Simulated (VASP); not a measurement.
Level of theory: PBE GGA, VASP's PBE PAW potentials (set 64) (plane waves; VASP 6.6.1).

A VASP calculation is set up with these files.

KPOINTS:
```
Regular mesh
0
Gamma
 1 1 1
0 0 0
```

### INCAR
```
ALGO=Fast
EDIFF=1E-5
EDIFFG=-0.03
ENCUT=400
GGA=PE
IBRION=2
ISIF=2
ISMEAR=0
ISYM=0
LASPH=.TRUE.
LCHARG=.FALSE.
LMAXMIX=4
LREAL=Auto
LWAVE=.FALSE.
NELM=100
NELMIN=4
NSW=60
PREC=Normal
SIGMA=0.05
SYSTEM=Ga32AsSb31
```

POSCAR:
```
Ga32AsSb31
1
   12.4495035576    -0.0000000000    -0.0000000000
   -0.0000000000    12.4495035576     0.0000000000
    0.0000000000     0.0000000000    12.4495035576
Ga Sb As
32 31 1
Direct
  0.5000000000   0.0000000000   0.0000000000
  0.7500000000   0.2500000000   0.0000000000
  0.7500000000   0.0000000000   0.2500000000
  0.0000000000   0.0000000000   0.0000000000
  0.2500000000   0.2500000000   0.0000000000
  0.5000000000   0.5000000000   0.0000000000
  0.7500000000   0.7500000000   0.0000000000
  0.2500000000   0.0000000000   0.2500000000
  0.4980090000   0.2464700000   0.2535020000
  0.7491070000   0.4990060000   0.2512420000
  0.5000000000   0.0000000000   0.5000000000
  0.7522100000   0.2484590000   0.5039190000
  0.7500000000   0.0000000000   0.7500000000
  0.0000000000   0.5000000000   0.0000000000
  0.2500000000   0.7500000000   0.0000000000
  0.0000000000   0.2500000000   0.2500000000
  0.2500000000   0.5000000000   0.2500000000
  0.5000000000   0.7500000000   0.2500000000
  0.0000000000   0.0000000000   0.5000000000
  0.2500000000   0.2500000000   0.5000000000
  0.4995640000   0.4977410000   0.5031610000
  0.7500000000   0.7500000000   0.5000000000
  0.2500000000   0.0000000000   0.7500000000
  0.5000000000   0.2500000000   0.7500000000
  0.7500000000   0.5000000000   0.7500000000
  0.0000000000   0.7500000000   0.2500000000
  0.0000000000   0.5000000000   0.5000000000
  0.2500000000   0.7500000000   0.5000000000
  0.0000000000   0.2500000000   0.7500000000
  0.2500000000   0.5000000000   0.7500000000
  0.5000000000   0.7500000000   0.7500000000
  0.0000000000   0.7500000000   0.7500000000
  0.6250000000   0.1250000000   0.1250000000
  0.8750000000   0.3750000000   0.1250000000
  0.8750000000   0.1250000000   0.3750000000
  0.1250000000   0.1250000000   0.1250000000
  0.3750000000   0.3750000000   0.1250000000
  0.6250000000   0.6250000000   0.1250000000
  0.8750000000   0.8750000000   0.1250000000
  0.3750000000   0.1250000000   0.3750000000
  0.8750000000   0.6250000000   0.3750000000
  0.6250000000   0.1250000000   0.6250000000
  0.8750000000   0.3750000000   0.6250000000
  0.8750000000   0.1250000000   0.8750000000
  0.1250000000   0.6250000000   0.1250000000
  0.3750000000   0.8750000000   0.1250000000
  0.1250000000   0.3750000000   0.3750000000
  0.3750000000   0.6250000000   0.3750000000
  0.6250000000   0.8750000000   0.3750000000
  0.1250000000   0.1250000000   0.6250000000
  0.3750000000   0.3750000000   0.6250000000
  0.6250000000   0.6250000000   0.6250000000
  0.8750000000   0.8750000000   0.6250000000
  0.3750000000   0.1250000000   0.8750000000
  0.6250000000   0.3750000000   0.8750000000
  0.8750000000   0.6250000000   0.8750000000
  0.1250000000   0.8750000000   0.3750000000
  0.1250000000   0.6250000000   0.6250000000
  0.3750000000   0.8750000000   0.6250000000
  0.1250000000   0.3750000000   0.8750000000
  0.3750000000   0.6250000000   0.8750000000
  0.6250000000   0.8750000000   0.8750000000
  0.1250000000   0.8750000000   0.8750000000
  0.6253820000   0.3788300000   0.3782570000
```

POTCAR, in this order: Ga Sb As (PBE.64 set). Program: vasp_gam.

The run wrote:

### OUTCAR
```
 ion  position               nearest neighbor table
   1  0.500  0.000  0.000-  33 2.70  46 2.70  54 2.70  62 2.70
   2  0.750  0.250  0.000-  33 2.70  34 2.70  44 2.70  55 2.70
   3  0.750  0.000  0.250-  33 2.70  35 2.70  39 2.70  49 2.70
   4  0.000  0.000  0.000-  36 2.70  39 2.70  44 2.70  63 2.70
   5  0.250  0.250  0.000-  36 2.70  37 2.70  54 2.70  60 2.70
   6  0.500  0.500  0.000-  37 2.70  38 2.70  55 2.70  61 2.70
   7  0.750  0.750  0.000-  38 2.70  39 2.70  56 2.70  62 2.70
   8  0.250  0.000  0.250-  36 2.70  40 2.70  46 2.70  57 2.70
   9  0.498  0.246  0.254-  40 2.63  33 2.71  37 2.73  64 2.76
  10  0.749  0.499  0.251-  64 2.67  41 2.70  34 2.70  38 2.71
  11  0.500  0.000  0.500-  40 2.70  42 2.70  49 2.70  59 2.70
  12  0.752  0.248  0.504-  43 2.66  42 2.67  35 2.70  64 2.75
  13  0.750  0.000  0.750-  42 2.70  44 2.70  53 2.70  62 2.70
  14  0.000  0.500  0.000-  34 2.70  45 2.70  56 2.70  60 2.70
  15  0.250  0.750  0.000-  45 2.70  46 2.70  61 2.70  63 2.70
  16  0.000  0.250  0.250-  34 2.70  35 2.70  36 2.70  47 2.70
  17  0.250  0.500  0.250-  37 2.70  45 2.70  47 2.70  48 2.70
  18  0.500  0.750  0.250-  38 2.70  46 2.70  48 2.70  49 2.70
  19  0.000  0.000  0.500-  35 2.70  50 2.70  53 2.70  57 2.70
  20  0.250  0.250  0.500-  40 2.70  47 2.70  50 2.70  51 2.70
  21  0.500  0.498  0.503-  51 2.65  64 2.66  52 2.69  48 2.73
  22  0.750  0.750  0.500-  41 2.70  49 2.70  52 2.70  53 2.70
  23  0.250  0.000  0.750-  50 2.70  54 2.70  59 2.70  63 2.70
  24  0.500  0.250  0.750-  42 2.70  51 2.70  54 2.70  55 2.70
  25  0.750  0.500  0.750-  43 2.70  52 2.70  55 2.70  56 2.70
  26  0.000  0.750  0.250-  39 2.70  41 2.70  45 2.70  57 2.70
  27  0.000  0.500  0.500-  41 2.70  43 2.70  47 2.70  58 2.70
  28  0.250  0.750  0.500-  48 2.70  57 2.70  58 2.70  59 2.70
  29  0.000  0.250  0.750-  43 2.70  44 2.70  50 2.70  60 2.70
  30  0.250  0.500  0.750-  51 2.70  58 2.70  60 2.70  61 2.70
  31  0.500  0.750  0.750-  52 2.70  59 2.70  61 2.70  62 2.70
  32  0.000  0.750  0.750-  53 2.70  56 2.70  58 2.70  63 2.70
  33  0.625  0.125  0.125-   1 2.70   2 2.70   3 2.70   9 2.71
  34  0.875  0.375  0.125-   2 2.70  14 2.70  16 2.70  10 2.70
  35  0.875  0.125  0.375-   3 2.70  16 2.70  19 2.70  12 2.70
  36  0.125  0.125  0.125-   4 2.70   5 2.70   8 2.70  16 2.70
  37  0.375  0.375  0.125-   5 2.70   6 2.70  17 2.70   9 2.73
  38  0.625  0.625  0.125-   6 2.70   7 2.70  18 2.70  10 2.71
  39  0.875  0.875  0.125-   3 2.70   4 2.70   7 2.70  26 2.70
  40  0.375  0.125  0.375-   9 2.63   8 2.70  11 2.70  20 2.70
  41  0.875  0.625  0.375-  22 2.70  26 2.70  27 2.70  10 2.70
  42  0.625  0.125  0.625-  12 2.67  11 2.70  13 2.70  24 2.70
  43  0.875  0.375  0.625-  12 2.66  25 2.70  27 2.70  29 2.70
  44  0.875  0.125  0.875-   2 2.70   4 2.70  13 2.70  29 2.70
  45  0.125  0.625  0.125-  14 2.70  15 2.70  17 2.70  26 2.70
  46  0.375  0.875  0.125-   1 2.70   8 2.70  15 2.70  18 2.70
  47  0.125  0.375  0.375-  16 2.70  17 2.70  20 2.70  27 2.70
  48  0.375  0.625  0.375-  17 2.70  18 2.70  28 2.70  21 2.73
  49  0.625  0.875  0.375-   3 2.70  11 2.70  18 2.70  22 2.70
  50  0.125  0.125  0.625-  19 2.70  20 2.70  23 2.70  29 2.70
  51  0.375  0.375  0.625-  21 2.65  20 2.70  24 2.70  30 2.70
  52  0.625  0.625  0.625-  21 2.69  22 2.70  25 2.70  31 2.70
  53  0.875  0.875  0.625-  13 2.70  19 2.70  22 2.70  32 2.70
  54  0.375  0.125  0.875-   1 2.70   5 2.70  23 2.70  24 2.70
  55  0.625  0.375  0.875-   2 2.70   6 2.70  24 2.70  25 2.70
  56  0.875  0.625  0.875-   7 2.70  14 2.70  25 2.70  32 2.70
  57  0.125  0.875  0.375-   8 2.70  19 2.70  26 2.70  28 2.70
  58  0.125  0.625  0.625-  27 2.70  28 2.70  30 2.70  32 2.70
  59  0.375  0.875  0.625-  11 2.70  23 2.70  28 2.70  31 2.70
  60  0.125  0.375  0.875-   5 2.70  14 2.70  29 2.70  30 2.70
  61  0.375  0.625  0.875-   6 2.70  15 2.70  30 2.70  31 2.70
  62  0.625  0.875  0.875-   1 2.70   7 2.70  13 2.70  31 2.70
  63  0.125  0.875  0.875-   4 2.70  15 2.70  23 2.70  32 2.70
  64  0.625  0.379  0.378-  21 2.66  10 2.67  12 2.75   9 2.76
 Subroutine IBZKPT returns following result:
 Found      1 irreducible k-points:

 Following reciprocal coordinates:
            Coordinates               Weight
  0.000000  0.000000  0.000000      1.000000
   k-points           NKPTS =      1   k-points in BZ     NKDIM =      1   number of bands    NBANDS=    161
   number of dos      NEDOS =    301   number of ions     NIONS =     64
   total plane-waves  NPLWV = 262144
   dimension x,y,z NGX =    64 NGY =   64 NGZ =   64
...
```

**OSZICAR**
```
       N       E                     dE             d eps       ncg     rms          rms(c)
DAV:   1     0.164592048099E+04    0.16459E+04   -0.82053E+04   322   0.108E+03
DAV:   2    -0.209275541223E+02   -0.16668E+04   -0.16025E+04   404   0.194E+02
DAV:   3    -0.224757582081E+03   -0.20383E+03   -0.19423E+03   379   0.739E+01
DAV:   4    -0.232323096868E+03   -0.75655E+01   -0.74049E+01   364   0.145E+01
DAV:   5    -0.232484059926E+03   -0.16096E+00   -0.16022E+00   436   0.235E+00    0.199E+01
RMM:   6    -0.230853439535E+03    0.16306E+01   -0.14476E+00   322   0.197E+00    0.120E+01
RMM:   7    -0.230318064140E+03    0.53538E+00   -0.29454E+00   325   0.292E+00    0.127E+00
RMM:   8    -0.230340040676E+03   -0.21977E-01   -0.31285E-01   322   0.114E+00    0.516E-01
RMM:   9    -0.230349976425E+03   -0.99357E-02   -0.69286E-02   326   0.520E-01    0.362E-01
RMM:  10    -0.230353559836E+03   -0.35834E-02   -0.18272E-02   340   0.278E-01    0.204E-01
RMM:  11    -0.230353745331E+03   -0.18550E-03   -0.60885E-03   327   0.140E-01    0.103E-01
RMM:  12    -0.230353986244E+03   -0.24091E-03   -0.10424E-03   333   0.702E-02    0.196E-02
RMM:  13    -0.230353997694E+03   -0.11450E-04   -0.38670E-04   336   0.346E-02    0.161E-02
RMM:  14    -0.230353998348E+03   -0.65308E-06   -0.51360E-05   243   0.144E-02
   1 F= -.23035400E+03 E0= -.23031679E+03  d E =-.230354E+03
       N       E                     dE             d eps       ncg     rms          rms(c)
DAV:   1    -0.230504515057E+03   -0.15052E+00   -0.13492E+00   356   0.199E+00    0.472E-01
RMM:   2    -0.230512139482E+03   -0.76244E-02   -0.10795E-01   322   0.518E-01    0.174E-01
RMM:   3    -0.230513627882E+03   -0.14884E-02   -0.15933E-02   332   0.210E-01    0.871E-02
RMM:   4    -0.230513752941E+03   -0.12506E-03   -0.22536E-03   333   0.812E-02    0.386E-02
RMM:   5    -0.230513807867E+03   -0.54926E-04   -0.47492E-04   342   0.378E-02    0.205E-02
RMM:   6    -0.230513819210E+03   -0.11343E-04   -0.11632E-04   290   0.183E-02    0.612E-03
RMM:   7    -0.230513819749E+03   -0.53924E-06   -0.21661E-05   208   0.899E-03
   2 F= -.23051382E+03 E0= -.23047670E+03  d E =-.159821E+00
       N       E                     dE             d eps       ncg     rms          rms(c)
DAV:   1    -0.230597952258E+03   -0.84133E-01   -0.46801E+00   324   0.373E+00    0.890E-01
RMM:   2    -0.230624142623E+03   -0.26190E-01   -0.38609E-01   322   0.978E-01    0.339E-01
RMM:   3    -0.230629367109E+03   -0.52245E-02   -0.57933E-02   331   0.397E-01    0.171E-01
RMM:   4    -0.230629821386E+03   -0.45428E-03   -0.83670E-03   338   0.154E-01    0.772E-02
RMM:   5    -0.230630011785E+03   -0.19040E-03   -0.16171E-03   340   0.699E-02    0.376E-02
RMM:   6    -0.230630046139E+03   -0.34355E-04   -0.35589E-04   334   0.332E-02    0.116E-02
RMM:   7    -0.230630053126E+03   -0.69866E-05   -0.73624E-05   272   0.162E-02
   3 F= -.23063005E+03 E0= -.23059338E+03  d E =-.276055E+00
       N       E                     dE             d eps       ncg     rms          rms(c)
DAV:   1    -0.230667005507E+03   -0.36959E-01   -0.10453E+00   348   0.191E+00    0.363E-01
RMM:   2    -0.230672896557E+03   -0.58911E-02   -0.73815E-02   322   0.444E-01    0.130E-01
RMM:   3    -0.230673989704E+03   -0.10931E-02   -0.11486E-02   334   0.184E-01    0.661E-02
RMM:   4    -0.230674063828E+03   -0.74123E-04   -0.17938E-03   334   0.768E-02    0.321E-02
RMM:   5    -0.230674101652E+03   -0.37824E-04   -0.40559E-04   355   0.360E-02    0.221E-02
RMM:   6    -0.230674106608E+03   -0.49561E-05   -0.59200E-05   271   0.160E-02
   4 F= -.23067411E+03 E0= -.23063758E+03  d E =-.440535E-01
       N       E                     dE             d eps       ncg     rms          rms(c)
DAV:   1    -0.230682725493E+03   -0.86238E-02   -0.73451E-01   340   0.161E+00    0.312E-01
RMM:   2    -0.230686899194E+03   -0.41737E-02   -0.52612E-02   322   0.373E-01    0.112E-01
RMM:   3    -0.230687691517E+03   -0.79232E-03   -0.83317E-03   335   0.155E-01    0.565E-02
RMM:   4    -0.230687739382E+03   -0.47865E-04   -0.12968E-03   334   0.649E-02    0.283E-02
RMM:   5    -0.230687764626E+03   -0.25244E-04   -0.27055E-04   355   0.298E-02    0.192E-02
RMM:   6    -0.230687768099E+03   -0.34728E-05   -0.43358E-05   247   0.138E-02
   5 F= -.23068777E+03 E0= -.23065136E+03  d E =-.577150E-01
       N       E                     dE             d eps       ncg     rms          rms(c)
DAV:   1    -0.230687869907E+03   -0.10528E-03   -0.18089E-02   372   0.251E-01    0.494E-02
RMM:   2    -0.230687971107E+03   -0.10120E-03   -0.12890E-03   323   0.584E-02    0.177E-02
RMM:   3    -0.230687990939E+03   -0.19832E-04   -0.20616E-04   317   0.246E-02    0.910E-03
RMM:   4    -0.230687992525E+03   -0.15863E-05   -0.33439E-05   219   0.105E-02
   6 F= -.23068799E+03 E0= -.23065160E+03  d E =-.579394E-01
       N       E                     dE             d eps       ncg     rms          rms(c)
DAV:   1    -0.230700055919E+03   -0.12065E-01   -0.42196E-01   338   0.121E+00    0.273E-01
RMM:   2    -0.230702471080E+03   -0.24152E-02   -0.29800E-02   322   0.286E-01    0.847E-02
RMM:   3    -0.230702881261E+03   -0.41018E-03   -0.43679E-03   327   0.118E-01    0.396E-02
RMM:   4    -0.230702937216E+03   -0.55954E-04   -0.75377E-04   346   0.495E-02    0.293E-02
RMM:   5    -0.230702945477E+03   -0.82615E-05   -0.14579E-04   327   0.240E-02    0.791E-03
RMM:   6    -0.230702948328E+03   -0.28504E-05   -0.29386E-05   218   0.111E-02
   7 F= -.23070295E+03 E0= -.23066672E+03  d E =-.149558E-01
       N       E                     dE             d eps       ncg     rms          rms(c)
DAV:   1    -0.230704313284E+03   -0.13678E-02   -0.90355E-02   348   0.563E-01    0.128E-01
RMM:   2    -0.230704841261E+03   -0.52798E-03   -0.64979E-03   322   0.134E-01    0.393E-02
RMM:   3    -0.230704931046E+03   -0.89785E-04   -0.95963E-04   328   0.552E-02    0.186E-02
RMM:   4    -0.230704943232E+03   -0.12186E-04   -0.16625E-04   340   0.233E-02    0.139E-02
RMM:   5    -0.230704944834E+03   -0.16025E-05   -0.29445E-05   217   0.109E-02
   8 F= -.23070494E+03 E0= -.23066880E+03  d E =-.169523E-01
       N       E                     dE             d eps       ncg     rms          rms(c)
DAV:   1    -0.230708016204E+03   -0.30730E-02   -0.75609E-02   338   0.509E-01    0.146E-01
RMM:   2    -0.230708402102E+03   -0.38590E-03   -0.53679E-03   322   0.125E-01    0.441E-02
RMM:   3    -0.230708472552E+03   -0.70450E-04   -0.79582E-04   329   0.514E-02    0.205E-02
RMM:   4    -0.230708483108E+03   -0.10556E-04   -0.12793E-04   332   0.210E-02    0.152E-02
RMM:   5    -0.230708485545E+03   -0.24369E-05   -0.29853E-05   216   0.112E-02
   9 F= -.23070849E+03 E0= -.23067232E+03  d E =-.354071E-02
```

**OUTCAR**
```
------------------------ aborting loop because EDIFF is reached ----------------------------------------
  FORCE on cell =-STRESS in cart. coord.  units (eV):
  Direction    XX          YY          ZZ          XY          YZ          ZX
  --------------------------------------------------------------------------------------
  Total        9.5237746      9.6474094      9.5020173      0.6744873      0.3897133     -1.9085200
  in kB        7.9079441      8.0106027      7.8898782      0.5600519      0.3235935     -1.5847151
  external PRESSURE =       7.9361416 kB  Pullay stress =       0.0000000 kB
  volume of cell :     1929.55
      direct lattice vectors                 reciprocal lattice vectors
    12.449503558  0.000000000  0.000000000     0.080324488  0.000000000  0.000000000
     0.000000000 12.449503558  0.000000000     0.000000000  0.080324488  0.000000000
     0.000000000  0.000000000 12.449503558     0.000000000  0.000000000  0.080324488
  FREE ENERGIE OF THE ION-ELECTRON SYSTEM (eV)
  ---------------------------------------------------
  free  energy   TOTEN  =      -230.7084855450 eV

  energy  without entropy=     -230.6361576450  energy(sigma->0) =     -230.67232159

 reached required accuracy - stopping structural energy minimisation
```
(Selected blocks of OUTCAR.)

CONTCAR:
```
Ga32AsSb31
   1.00000000000000
    12.4495035575999999    0.0000000000000000    0.0000000000000000
     0.0000000000000000   12.4495035575999999    0.0000000000000000
     0.0000000000000000    0.0000000000000000   12.4495035575999999
  Ga              Sb              As
    32    31     1
Direct
     0.5005554862836707    0.0005156245419710    0.0012217366949396
     0.7502948973667398    0.2494284854432659    0.0009953376466110
     0.7503584681560771    0.0003974857984403    0.2497281485899659
     0.9998032438059000    0.9997456415981663    0.0002970190301319
     0.2510579211920649    0.2501573318252457    0.0012156601074740
     0.4996795228082430    0.4998540663381554    0.0008974621437401
     0.7496262069650206    0.7488014802054244    0.0010704813099552
     0.2507318972538639    0.0002554910952255    0.2503883143668131
     0.5067215033025517    0.2563945431961709    0.2577564900898724
     0.7428595980459607    0.4928264758865669    0.2573666975917323
     0.4998313948410848    0.9999672749728784    0.5005675370445332
     0.7439736441262474    0.2563551754990864    0.4943192928603708
     0.7497199710177460    0.0002523654915201    0.7495166538422483
     0.9991106301478635    0.4992904319553338    0.0012163664889244
     0.2502350138506148    0.7494170446169619    0.0002814845308481
     0.9993354117938624    0.2494243216639708    0.2497800391074572
     0.2508750113438564    0.4999638846885467    0.2498501840526060
     0.4996684614237642    0.7489822521019565    0.2499478382007028
     0.9991608511574206    0.0003369627566429    0.4996251815363537
     0.2503012371781753    0.2493414528337629    0.5006440879805589
     0.5065459621461267    0.4929805305116449    0.4941294787391006
     0.7504445180520746    0.7491481306725118    0.5004478172021981
     0.2502821858637657    0.9997032926014154    0.7499816414356616
     0.4996558317742046    0.2492632595535735    0.7498618509575637
     0.7504287549893421    0.5002046628906146    0.7498927734739431
     0.9993035490843245    0.7487963973006065    0.2504855017407779
     0.9996582974037829    0.5002642257065467    0.5003932566862636
     0.2509344428236221    0.7487894764348771    0.4996670159432778
     0.9994888427567881    0.2500580390767844    0.7498831673808163
     0.2505682661600043    0.4993567461376962    0.7496787793194171
     0.5004338089298842    0.7489823527336792    0.7496611508899743
     0.9998690999001639    0.7494613296285518    0.7499280347141002
     0.6242049844381243    0.1275367716297598    0.1273113094877285
     0.8725593874484338    0.3759300326770253    0.1272880291447549
     0.8729645516201761    0.1272997471831527    0.3755891006442416
     0.1250267460831695    0.1252599101227633    0.1249292816323872
     0.3772211341635714    0.3744896670119962    0.1273298783342998
     0.6254595843259567    0.6230678508176766    0.1271965842098062
     0.8749212820078589    0.8750310333576456    0.1250035533058940
     0.3766777864066894    0.1270618028647276    0.3746973727470930
     0.8727843592038561    0.6232134044893008    0.3743674470147615
     0.6254897109736587    0.1271137536831621    0.6232529480828797
     0.8734123954004112    0.3750607445909726    0.6234347638650699
     0.8748538958473602    0.1252547638286499    0.8749520992919527
     0.1248486650763721    0.6251228861664843    0.1250231530768192
     0.3749894685185343    0.8753033005920199    0.1249771915291276
     0.1249149030872284    0.3753714141960074    0.3748128799313007
     0.3771330395066442    0.6230665424429237    0.3757446334532292
     0.6249892814634820    0.8751767069384233    0.3748640025204886
     0.1245292953877401    0.1250620861320615    0.6251450852994598
     0.3766360300479463    0.3757327641921759    0.6233326284669058
     0.6243842687650831    0.6234185969685612    0.6230927755211881
     0.8749788220079021    0.8754492916302984    0.6249554793967704
     0.3748787675388010    0.1251318037096356    0.8753422882550730
     0.6249233605134208    0.3752700673330078    0.8750820614833554
     0.8750342974777149    0.6253106578050047    0.8753199103787778
     0.1249538860494005    0.8750637674163112    0.3750355003175233
     0.1251970824145224    0.6253314688442712    0.6249504460651586
     0.3749097346933759    0.8749214197522748    0.6249918557519029
     0.1249941309861531    0.3751428790736423    0.8753568905974172
     0.3749750427935145    0.6251348542744791    0.8749036776473642
     0.6249620513227747    0.8751990233930832    0.8751978242840276
     0.1249206988729216    0.8752110149158998    0.8749297233773334
     0.6250294236123949    0.3750497362088059    0.3759741431869703
```

The supercell is sampled at Γ alone, which is coarse: total energies, pressure and levels can be off, energies of defects by several tenths of an eV.

The cell is a supercell with a defect, built from GaSb (zinc blende): As_Sb. The run is not spin-polarised, so no state with unpaired spins was tried.
